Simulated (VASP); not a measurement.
Data:

```
CELL_PARAMETERS angstrom
     -1.57297     1.57297     3.81755
      1.57297    -1.57297     3.81755
      1.57297     1.57297    -3.81755
ATOMIC_POSITIONS crystal
  Si 0.33499 0.33499 0.00000
  Si 0.66501 0.66501 0.00000
  W  0.00000 0.00000 0.00000
```

Method: PBE GGA, VASP's PBE PAW potentials (set 64) (plane waves; VASP 6.6.1). Settings: 300 eV cut-off, 15×15×15 Γ-centred mesh, Fermi-Dirac smearing of 0.050 eV, potentials Si W_sv.

At this cut-off the stress carries a Pulay error, which pulls relaxed volumes low. Unless said otherwise, spin-orbit coupling is left out, though it shifts the bands of the heavy elements here.

Estimate the energy per atom (σ→0), pressure, largest force, band gap (on the k-mesh) with the smallest direct gap where there is one.

The band gap (on the k-mesh) is none (metal, semimetal or under 0.01 eV). The energy per atom (σ→0) is -8.194 eV/atom and the pressure is 21.49 GPa. The largest force is 0.00624 Ha/bohr.

The structure comes from a computed database's Si2W entry; how it stands against other phases isn't given here. The cell was not relaxed at this level.
